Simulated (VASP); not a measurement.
A convergence study with VASP on HfC (space group no. 225 when undisturbed): one setting is varied, all else stays as given below, so the limit is that of these other settings. One atom is moved off its site, so that forces are finite.

```yaml
crystal:
  lattice:
    - [0.00000, 2.33160, 2.33160]
    - [2.33160, 0.00000, 2.33160]
    - [2.33160, 2.33160, 0.00000]
  atoms:
    - { symbol: Hf, position: [0.01072, 0.01072, 0.98928] }
    - { symbol: C, position: [0.50000, 0.50000, 0.50000] }
```

Level of theory: LDA (Ceperley-Alder, Perdew-Zunger), VASP's LDA PAW potentials (set 64) (plane waves; VASP). The tightest run used: 400 eV cut-off, 17×17×17 Γ-centred mesh, Fermi-Dirac smearing of 0.10 eV, potentials Hf_pv C.

Q: The settings run are 2×2×2 mesh; 3×3×3 mesh; 4×4×4 mesh; 5×5×5 mesh; 6×6×6 mesh; 7×7×7 mesh; 8×8×8 mesh; 9×9×9 mesh; 10×10×10 mesh; 13×13×13 mesh; 14×14×14 mesh; 16×16×16 mesh; 17×17×17 mesh. From which on does the energy per atom stay within 0.001 eV/atom of the tightest run?

A: From 13×13×13 mesh on: it is off by 0.0001 there and by no more than 0.001 in any finer run, while 10×10×10 mesh is off by 0.0013.
| setting | E (eV/atom) | pressure (GPa) | largest force (eV/Å) | irreducible k-points | difference judged (eV/atom) |
|---|---|---|---|---|---|
| 2×2×2 mesh | -10.7977 | -6.61 | 0.886 | 4 | 0.6183 |
| 3×3×3 mesh | -11.3136 | -13.80 | 0.375 | 6 | 0.1024 |
| 4×4×4 mesh | -11.3836 | -14.62 | 0.267 | 13 | 0.0324 |
| 5×5×5 mesh | -11.3953 | -13.79 | 0.222 | 18 | 0.0207 |
| 6×6×6 mesh | -11.4100 | -13.99 | 0.310 | 30 | 0.0060 |
| 7×7×7 mesh | -11.4125 | -14.06 | 0.341 | 40 | 0.0035 |
| 8×8×8 mesh | -11.4136 | -14.07 | 0.348 | 59 | 0.0024 |
| 9×9×9 mesh | -11.4140 | -14.05 | 0.340 | 75 | 0.0020 |
| 10×10×10 mesh | -11.4147 | -14.03 | 0.334 | 102 | 0.0013 |
| 13×13×13 mesh | -11.4161 | -14.08 | 0.339 | 196 | 0.0001 |
| 14×14×14 mesh | -11.4159 | -14.08 | 0.339 | 244 | 0.0001 |
| 16×16×16 mesh | -11.4159 | -14.07 | 0.340 | 349 | 0.0001 |
| 17×17×17 mesh | -11.4160 | -14.07 | 0.341 | 405 | 0.0000 |

Left out are rungs that failed or repeat a setting and relaxations that didn't move; long series are thinned to 24 rows.

The structure is a typed HfC crystal (space group no. 225). The cell was not relaxed at this level, it is distorted from the ideal structure.
